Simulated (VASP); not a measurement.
Method: PBEsol GGA, VASP's PBE PAW potentials (set 64) (plane waves; VASP).

Input for VASP

POSCAR:
```
MgS
1
    4.0294129686     0.0000000000     0.0000000000
   -2.0147064843     3.4895735801    -0.0000000000
    0.0000000000     0.0000000000     6.4105534942
Mg S
2 2
Direct
  0.6666670000   0.3333330000   0.4961173176
  0.3333330000   0.6666670000   0.9961173176
  0.3333330000   0.6666670000   0.3788726824
  0.6666670000   0.3333330000   0.8788726824
```

KPOINTS:
```
Automatic
0
Gamma
 7 7 4
```

**INCAR**
```
SYSTEM = MgS
PREC = Accurate
ENCUT = 400
EDIFF = 1E-7
NELM = 100
ALGO = Normal
LREAL = .FALSE.
LASPH = .TRUE.
ISMEAR = -5
GGA = PS
LWAVE = .FALSE.
LCHARG = .TRUE.
LORBIT = 11
NEDOS = 601
ISIF = 2
LEFG = .TRUE.
```

POTCAR, in this order: Mg S (PBE.64 set). Program: vasp_std.

The resulting files:

### OSZICAR
```
       N       E                     dE             d eps       ncg     rms          rms(c)
DAV:   1     0.561211485019E+02    0.56121E+02   -0.52992E+03   576   0.871E+02
DAV:   2    -0.139649785212E+02   -0.70086E+02   -0.66011E+02   860   0.150E+02
DAV:   3    -0.187570446741E+02   -0.47921E+01   -0.47802E+01   752   0.456E+01
DAV:   4    -0.188189689583E+02   -0.61924E-01   -0.61902E-01   688   0.659E+00
DAV:   5    -0.188202705791E+02   -0.13016E-02   -0.13015E-02   748   0.922E-01    0.529E+00
DAV:   6    -0.179447415391E+02    0.87553E+00   -0.18376E+00   608   0.700E+00    0.406E+00
DAV:   7    -0.178668669938E+02    0.77875E-01   -0.35469E-01   700   0.314E+00    0.274E+00
DAV:   8    -0.178721016329E+02   -0.52346E-02   -0.18632E-02   652   0.116E+00    0.894E-01
DAV:   9    -0.178713613801E+02    0.74025E-03   -0.14827E-03   744   0.287E-01    0.212E-01
DAV:  10    -0.178717583880E+02   -0.39701E-03   -0.52729E-04   624   0.155E-01    0.193E-02
DAV:  11    -0.178717759014E+02   -0.17513E-04   -0.21921E-05   716   0.324E-02    0.294E-02
DAV:  12    -0.178717767620E+02   -0.86062E-06   -0.71051E-06   664   0.151E-02    0.156E-02
DAV:  13    -0.178717770858E+02   -0.32383E-06   -0.24622E-06   716   0.859E-03    0.847E-04
DAV:  14    -0.178717770298E+02    0.56071E-07   -0.47790E-08   448   0.160E-03
   1 F= -.17871777E+02 E0= -.17871777E+02  d E =0.000000E+00
```

### OUTCAR
```
------------------------ aborting loop because EDIFF is reached ----------------------------------------
  FORCE on cell =-STRESS in cart. coord.  units (eV):
  Direction    XX          YY          ZZ          XY          YZ          ZX
  --------------------------------------------------------------------------------------
  Total       -0.0337440     -0.0337440     -0.0125841      0.0000000     -0.0000000      0.0000000
  in kB       -0.5997875     -0.5997874     -0.2236771      0.0000000     -0.0000000      0.0000000
  external PRESSURE =      -0.4744174 kB  Pullay stress =       0.0000000 kB
  volume of cell :       90.14
      direct lattice vectors                 reciprocal lattice vectors
     4.029412969  0.000000000  0.000000000     0.248175108  0.143283983  0.000000000
    -2.014706484  3.489573580  0.000000000     0.000000000  0.286567965  0.000000000
     0.000000000  0.000000000  6.410553494     0.000000000  0.000000000  0.155992771
 POSITION                                       TOTAL-FORCE (eV/Angst)
 -----------------------------------------------------------------------------------
      2.01471      1.16319      3.18039         0.000000      0.000000      0.005080
     -0.00000      2.32638      6.38566         0.000000      0.000000      0.005080
     -0.00000      2.32638      2.42878         0.000000     -0.000000     -0.005080
      2.01471      1.16319      5.63406        -0.000000      0.000000     -0.005080
 -----------------------------------------------------------------------------------
    total drift:                               -0.000983      0.000567      0.000575
  FREE ENERGIE OF THE ION-ELECTRON SYSTEM (eV)
  ---------------------------------------------------
  free  energy   TOTEN  =       -17.8717770298 eV

  energy  without entropy=      -17.8717770298  energy(sigma->0) =      -17.87177703

 total charge

# of ion       s       p       d       tot
------------------------------------------
    1        0.164   0.146   0.039   0.350
    2        0.164   0.146   0.039   0.350
    3        1.305   2.486   0.000   3.791
    4        1.305   2.486   0.000   3.791
--------------------------------------------------
tot          2.939   5.265   0.078   8.281
```
(Selected blocks of OUTCAR.)

The structure comes from a computed database's MgS entry (P6_3mc); how it stands against other phases isn't given here. It was relaxed first.
